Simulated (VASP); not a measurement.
GaN (zinc blende), at 1.04 of the tabulated volume:

```yaml
crystal:
  lattice:
    - [0.00000, 2.28974, 2.28974]
    - [2.28974, 0.00000, 2.28974]
    - [2.28974, 2.28974, 0.00000]
  atoms:
    - { symbol: Ga, position: [0.00000, 0.00000, 0.00000] }
    - { symbol: N, position: [0.25000, 0.25000, 0.25000] }
```

The lowest empty band near Γ, direction [111], from PBE with spin-orbit coupling in VASP (PAW); its two spin partners are averaged. The gap over the points computed is 1.41 eV, and the next band on that side lies 8.37 eV away at the edge.

Run with 520 eV cut-off, 11×11×11 Γ-centred mesh, Gaussian smearing of 0.050 eV, potentials Ga_d N.

```tsv
distance from the edge in k (1/Å)	distance in energy (meV)
0.012	4.2
0.018	9.4
0.025	17.9
0.035	34.7
0.050	68.8
0.070	128.7
```

**Question.** Fit E(1 + αE) = ħ²k²/2m* (ħ²/2m0 = 3.810 eV Å²) and predict the row at 0.095 1/Å.

**Answer.** Least squares on the energies gives the electron mass m* = 0.131 m0 and α = 0.85 per eV, and so 221.3 meV. The run gave 221.4 meV, +0.1 meV from the fit.

Left out are points under 3 meV from the edge, since the levels carry 0.1 meV, and points farther than half the way to the next band.

The compound is GaN in the zinc blende structure, a metastable form; wurtzite is the usual one. The cell was not relaxed at this level.
